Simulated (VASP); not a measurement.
Here is a VASP 6.6.1 calculation.

The input INCAR:

```
PREC = Accurate
ENCUT = 520
EDIFF = 1E-8
ISMEAR = -1
SIGMA = 0.05
LREAL = False
LASPH = True
NELM = 100
ALGO = Fast
ISIF = 2
LWAVE = False
LCHARG = False
LEFG = True
NBANDS = 36
```

Contents of KPOINTS:

```
Automatic mesh
0
Gamma
  9 9 9
```

The input POSCAR:

```
NbRu3
1.0
    3.8851109900      0.0000000000      0.0000000000
    0.0000000000      3.8851109900      0.0000000000
    0.0000000000      0.0000000000      3.8851109900
Nb Ru
1 3
Direct
    0.0000000000      0.0000000000      0.0000000000
    0.0000000000      0.5000000000      0.5000000000
    0.5000000000      0.5000000000      0.0000000000
    0.5000000000      0.0000000000      0.5000000000
```

Potentials or basis: VASP PAW LDA potentials, release 64 (Nb_sv, Ru_pv).

Launch:

```console
$ cat potpaw_LDA.64/Nb_sv/POTCAR potpaw_LDA.64/Ru_pv/POTCAR > POTCAR
$ mpirun -np 1 vasp_std > vasp.out
```

Task: What does it give for the pressure?

Result: -12.0 GPa.

Task: Predict the band gap on the k mesh.

Result: None (metal or under the smearing width).

Electric field gradients, principal values (V/Å²):
```tsv
atom	Vxx	Vyy	Vzz
1 Nb	0.000	0.000	0.000
2 Ru	6.149	6.149	-12.299
3 Ru	6.149	6.149	-12.299
4 Ru	6.149	6.149	-12.299
```
